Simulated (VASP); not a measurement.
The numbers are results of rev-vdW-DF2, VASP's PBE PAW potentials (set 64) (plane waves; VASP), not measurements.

VASP input:

POSCAR:
```
Cd
1
    1.4900000000    -2.5807560000     0.0000000000
    1.4900000000     2.5807560000     0.0000000000
    0.0000000000     0.0000000000     5.6200000000
Cd
2
Direct
  0.3333330000   0.6666670000   0.2500000000
  0.6666670000   0.3333330000   0.7500000000
```

INCAR:
```
SYSTEM = Cd
PREC = Accurate
ENCUT = 520
EDIFF = 1E-6
NELM = 100
ALGO = Normal
LREAL = .FALSE.
LASPH = .TRUE.
ISMEAR = 1
SIGMA = 0.1
GGA = MK
PARAM1 = 0.1234568
PARAM2 = 0.7114
ZAB_VDW = -1.8867
LUSE_VDW = .TRUE.
AGGAC = 0.0
LMAXMIX = 4
LWAVE = .FALSE.
LCHARG = .FALSE.
IBRION = 2
ISIF = 3
NSW = 60
EDIFFG = -0.01
```

### KPOINTS
```
Automatic mesh
0
Gamma
13 13 6
0 0 0
```

POTCAR, in this order: Cd (PBE.64 set). Program: vasp_std.

Question: What will the output report for the number of irreducible k-points (NKPTS), largest plane-wave count, number of space-group operations, FFT grid (NGX, NGY, NGZ)?

Answer: 
| Property | Result |
|---|---|
| number of irreducible k-points (NKPTS) | 84 |
| largest plane-wave count | 1191 |
| number of space-group operations | 24 |
| FFT grid (NGX, NGY, NGZ) | 24 × 24 × 42 |

The compound is Cd in the hcp structure. This run relaxes it. Symmetry was kept, so distortions that lower it aren't found.
